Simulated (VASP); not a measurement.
Level of theory: r2SCAN meta-GGA, VASP's PBE PAW potentials (set 64) (plane waves; VASP 6.6.1).

VASP input:

### KPOINTS
```
Automatic mesh
0
Gamma
10 10 10
0 0 0
```

### POSCAR
```
TaN
1
    0.0000000000     2.1162890000     2.1162890000
    2.1162890000     0.0000000000     2.1162890000
    2.1162890000     2.1162890000     0.0000000000
N Ta
1 1
Direct
  0.0000000000   0.0000000000   0.0000000000
  0.5000000000   0.5000000000   0.5000000000
```

INCAR:
```
SYSTEM = TaN
PREC = Accurate; ENCUT = 520; LREAL = F
LASPH = T
EDIFF = 1E-6; NELM = 100; ALGO = Normal
LMAXMIX = 6; LMIXTAU = T
ISMEAR = 0; SIGMA = 0.05
METAGGA = R2SCAN
IBRION = 2; NSW = 60; ISIF = 3
EDIFFG = -0.01
LWAVE = F; LCHARG = F
```

POTCAR, in this order: N Ta_pv (PBE.64 set). Program: vasp_std.

The resulting files:

### OSZICAR
```
       N       E                     dE             d eps       ncg     rms          rms(c)
DAV:   1     0.488551391297E+02    0.48855E+02   -0.95836E+03  1128   0.148E+03
DAV:   2    -0.635049166787E+02   -0.11236E+03   -0.10658E+03  1308   0.355E+02
DAV:   3    -0.667292465003E+02   -0.32243E+01   -0.31610E+01  1368   0.568E+01
DAV:   4    -0.667635921555E+02   -0.34346E-01   -0.34307E-01  1260   0.521E+00
DAV:   5    -0.667642027165E+02   -0.61056E-03   -0.61052E-03  1420   0.513E-01    0.324E+01
DAV:   6    -0.585459396313E+02    0.82183E+01   -0.87635E+00  1328   0.362E+01    0.131E+01
DAV:   7    -0.594962477882E+02   -0.95031E+00   -0.75558E-01  1264   0.810E+00    0.784E+00
DAV:   8    -0.575181340847E+02    0.19781E+01   -0.79507E-01  1364   0.926E+00    0.178E+00
DAV:   9    -0.592845582628E+02   -0.17664E+01   -0.30848E-01  1284   0.600E+00    0.155E+00
DAV:  10    -0.592784897375E+02    0.60685E-02   -0.34401E-02  1300   0.158E+00    0.817E-01
DAV:  11    -0.592708525656E+02    0.76372E-02   -0.61829E-03  1192   0.812E-01    0.408E-01
DAV:  12    -0.592723658257E+02   -0.15133E-02   -0.19373E-02  1320   0.113E+00    0.111E-01
DAV:  13    -0.592723005843E+02    0.65241E-04   -0.55592E-04  1228   0.292E-01    0.132E-01
DAV:  14    -0.592721869143E+02    0.11367E-03   -0.10444E-04  1348   0.866E-02    0.824E-02
DAV:  15    -0.592721550882E+02    0.31826E-04   -0.67031E-05  1312   0.792E-02    0.361E-02
DAV:  16    -0.592721556161E+02   -0.52785E-06   -0.39287E-05  1332   0.561E-02    0.112E-02
DAV:  17    -0.592721528175E+02    0.27986E-05   -0.24973E-06  1140   0.150E-02    0.516E-03
DAV:  18    -0.592721531479E+02   -0.33040E-06   -0.14286E-07   596   0.431E-03
   1 F= -.59272153E+02 E0= -.59271569E+02  d E =-.592722E+02
       N       E                     dE             d eps       ncg     rms          rms(c)
DAV:   1    -0.691134878087E+02   -0.98413E+01   -0.49582E+02  1156   0.310E+02    0.295E+01
DAV:   2    -0.600764140585E+02    0.90371E+01   -0.21423E+01  1164   0.452E+01    0.145E+01
DAV:   3    -0.575163334818E+02    0.25601E+01   -0.71482E+00  1308   0.239E+01    0.377E+00
DAV:   4    -0.577312816435E+02   -0.21495E+00   -0.47224E-01  1452   0.723E+00    0.123E+00
DAV:   5    -0.577497850453E+02   -0.18503E-01   -0.25451E-01  1396   0.422E+00    0.942E-01
DAV:   6    -0.574169372529E+02    0.33285E+00   -0.72134E-01  1348   0.811E+00    0.112E+00
DAV:   7    -0.577796382326E+02   -0.36270E+00   -0.24182E-01  1292   0.530E+00    0.380E-01
DAV:   8    -0.577798001782E+02   -0.16195E-03   -0.16568E-02  1344   0.111E+00    0.863E-02
DAV:   9    -0.577834547295E+02   -0.36546E-02   -0.26734E-03  1180   0.505E-01    0.614E-02
DAV:  10    -0.577834435858E+02    0.11144E-04   -0.11241E-04  1452   0.919E-02    0.319E-02
DAV:  11    -0.577837263487E+02   -0.28276E-03   -0.36305E-04  1364   0.174E-01    0.125E-02
DAV:  12    -0.577837277554E+02   -0.14067E-05   -0.12539E-05  1308   0.400E-02    0.111E-02
DAV:  13    -0.577837306357E+02   -0.28803E-05   -0.13626E-05  1312   0.321E-02    0.315E-03
DAV:  14    -0.577837306995E+02   -0.63763E-07   -0.42827E-06  1164   0.204E-02
   2 F= -.57783731E+02 E0= -.57782784E+02  d E =0.148842E+01
       N       E                     dE             d eps       ncg     rms          rms(c)
DAV:   1    -0.661552371305E+02   -0.83715E+01   -0.19960E+02  1128   0.164E+02    0.245E+01
DAV:   2    -0.606293566274E+02    0.55259E+01   -0.84947E+00  1176   0.341E+01    0.992E+00
DAV:   3    -0.593995364251E+02    0.12298E+01   -0.34717E+00  1192   0.243E+01    0.287E+00
DAV:   4    -0.596126264632E+02   -0.21309E+00   -0.23548E-01  1344   0.545E+00    0.197E+00
DAV:   5    -0.596223412092E+02   -0.97147E-02   -0.92530E-02  1412   0.261E+00    0.693E-01
DAV:   6    -0.596145484982E+02    0.77927E-02   -0.38743E-02  1268   0.211E+00    0.358E-01
DAV:   7    -0.596272446494E+02   -0.12696E-01   -0.13281E-02  1236   0.133E+00    0.136E-01
DAV:   8    -0.596278964723E+02   -0.65182E-03   -0.95467E-04  1252   0.333E-01    0.819E-02
DAV:   9    -0.596282510670E+02   -0.35459E-03   -0.13136E-03  1328   0.308E-01    0.480E-02
DAV:  10    -0.596283335348E+02   -0.82468E-04   -0.17049E-04  1276   0.129E-01    0.653E-03
DAV:  11    -0.596283396997E+02   -0.61649E-05   -0.32819E-06  1308   0.202E-02    0.531E-03
DAV:  12    -0.596283390776E+02    0.62207E-06   -0.27999E-07   580   0.612E-03
   3 F= -.59628339E+02 E0= -.59627746E+02  d E =-.356186E+00
       N       E                     dE             d eps       ncg     rms          rms(c)
DAV:   1    -0.596433649754E+02   -0.15025E-01   -0.37054E-01  1164   0.804E+00    0.117E+00
DAV:   2    -0.596343995202E+02    0.89655E-02   -0.15631E-02  1180   0.131E+00    0.476E-01
DAV:   3    -0.596328806648E+02    0.15189E-02   -0.57175E-03  1228   0.971E-01    0.900E-02
DAV:   4    -0.596333082316E+02   -0.42757E-03   -0.63035E-04  1404   0.242E-01    0.584E-02
DAV:   5    -0.596333516158E+02   -0.43384E-04   -0.26100E-04  1404   0.127E-01    0.359E-02
DAV:   6    -0.596333176162E+02    0.34000E-04   -0.72405E-05  1292   0.912E-02    0.104E-02
DAV:   7    -0.596333478199E+02   -0.30204E-04   -0.49016E-05  1228   0.790E-02    0.735E-03
DAV:   8    -0.596333541605E+02   -0.63406E-05   -0.63241E-06  1220   0.283E-02    0.639E-03
DAV:   9    -0.596333545072E+02   -0.34667E-06   -0.18911E-06   972   0.111E-02
   4 F= -.59633355E+02 E0= -.59632764E+02  d E =-.361201E+00
       N       E                     dE             d eps       ncg     rms          rms(c)
DAV:   1    -0.596338061811E+02   -0.45202E-03   -0.12906E-02  1164   0.151E+00    0.220E-01
DAV:   2    -0.596334950644E+02    0.31112E-03   -0.54286E-04  1188   0.242E-01    0.893E-02
DAV:   3    -0.596334449763E+02    0.50088E-04   -0.19833E-04  1244   0.181E-01    0.167E-02
DAV:   4    -0.596334595046E+02   -0.14528E-04   -0.21937E-05  1404   0.448E-02    0.108E-02
DAV:   5    -0.596334627009E+02   -0.31963E-05   -0.96587E-06  1348   0.239E-02    0.668E-03
DAV:   6    -0.596334607364E+02    0.19645E-05   -0.24091E-06  1116   0.167E-02    0.187E-03
DAV:   7    -0.596334626728E+02   -0.19364E-05   -0.16703E-06   928   0.147E-02    0.131E-03
DAV:   8    -0.596334625356E+02    0.13723E-06   -0.23422E-07   580   0.546E-03
   5 F= -.59633463E+02 E0= -.59632872E+02  d E =-.361309E+00
```

### OUTCAR
```
------------------------ aborting loop because EDIFF is reached ----------------------------------------
  FORCE on cell =-STRESS in cart. coord.  units (eV):
  Direction    XX          YY          ZZ          XY          YZ          ZX
  --------------------------------------------------------------------------------------
  Total        0.0105755      0.0105755      0.0105755      0.0000000     -0.0000000      0.0000000
  in kB        0.7945845      0.7945845      0.7945845      0.0000000     -0.0000000      0.0000000
  external PRESSURE =       0.7945845 kB  Pullay stress =       0.0000000 kB
  volume of cell :       21.32
      direct lattice vectors                 reciprocal lattice vectors
     0.000000000  2.200970093  2.200970093    -0.227172555  0.227172555  0.227172555
     2.200970093  0.000000000  2.200970093     0.227172555 -0.227172555  0.227172555
     2.200970093  2.200970093  0.000000000     0.227172555  0.227172555 -0.227172555
 POSITION                                       TOTAL-FORCE (eV/Angst)
 -----------------------------------------------------------------------------------
      0.00000      0.00000      0.00000         0.000000      0.000000     -0.000000
      2.20097      2.20097      2.20097        -0.000000      0.000000      0.000000
 -----------------------------------------------------------------------------------
    total drift:                                0.000000     -0.000000     -0.000000
  FREE ENERGIE OF THE ION-ELECTRON SYSTEM (eV)
  ---------------------------------------------------
  free  energy   TOTEN  =       -59.6334625356 eV

  energy  without entropy=      -59.6322815066  energy(sigma->0) =      -59.63287202

 reached required accuracy - stopping structural energy minimisation
```
(Selected blocks of OUTCAR.)

### CONTCAR
```
TaN
   1.00000000000000
     0.0000000000000000    2.2009700929591918    2.2009700929591918
     2.2009700929591918    0.0000000000000000    2.2009700929591918
     2.2009700929591918    2.2009700929591918    0.0000000000000000
  N               Ta
     1     1
Direct
     0.0000000000000000    0.0000000000000000    0.0000000000000000
     0.5000000000000000    0.5000000000000000    0.5000000000000000
```

**OUTCAR**
```
 val. band max:        9.5010181477   @ k =  -0.2000   0.2000   0.0000

 cond. band min:       9.6423081983   @ k =  -0.3000   0.3000   0.1000


 Fermi energy:         9.6227425506

 k-point     1 :       0.0000    0.0000    0.0000
  band No.  band energies     occupation
      1     -27.5929      2.00000
      2     -27.5929      2.00000
      3     -27.5929      2.00000
      4     -10.4014      2.00000
      5       5.4561      2.00000
      6       5.4561      2.00000
      7       5.4561      2.00000
      8       7.4172      2.00000
      9       7.4172      2.00000
     10       7.4172      2.00000
     11       9.7029      0.02337
     12       9.7029      0.02337

 k-point     2 :       0.1000    0.0000    0.0000
  band No.  band energies     occupation
      1     -27.6824      2.00000
      2     -27.6008      2.00000
      3     -27.6008      2.00000
      4     -10.1602      2.00000
      5       4.3426      2.00000
      6       4.7103      2.00000
      7       4.7103      2.00000
      8       7.7817      2.00000
      9       7.7817      2.00000
     10       7.8496      2.00000
     11      10.6319      0.00000
     12      10.6319      0.00000

 k-point     3 :       0.2000    0.0000    0.0000
  band No.  band energies     occupation
      1     -27.9094      2.00000
      2     -27.6213      2.00000
      3     -27.6213      2.00000
      4      -9.5039      2.00000
      5       2.4560      2.00000
      6       3.4909      2.00000
      7       3.4909      2.00000
      8       8.4290      2.00000
      9       8.6163      2.00000
     10       8.6163      2.00000
     11      12.5751      0.00000
     12      12.5751      0.00000

 k-point     4 :       0.3000    0.0000    0.0000
  band No.  band energies     occupation
      1     -28.1772      2.00000
      2     -27.6464      2.00000
      3     -27.6464      2.00000
      4      -8.6147      2.00000
      5       0.6647      2.00000
      6       2.4761      2.00000
...
```

Energy and stress use the plane-wave basis of the starting cell. Unless said otherwise, spin-orbit coupling is left out, though it shifts the bands of the heavy elements here.

The structure was generated: TaN was put into the rocksalt type (Fm-3m), which need not be its known phase. This run relaxes it. Symmetry was kept, so distortions that lower it aren't found. VASP warned that the highest band is occupied, so more bands are needed.
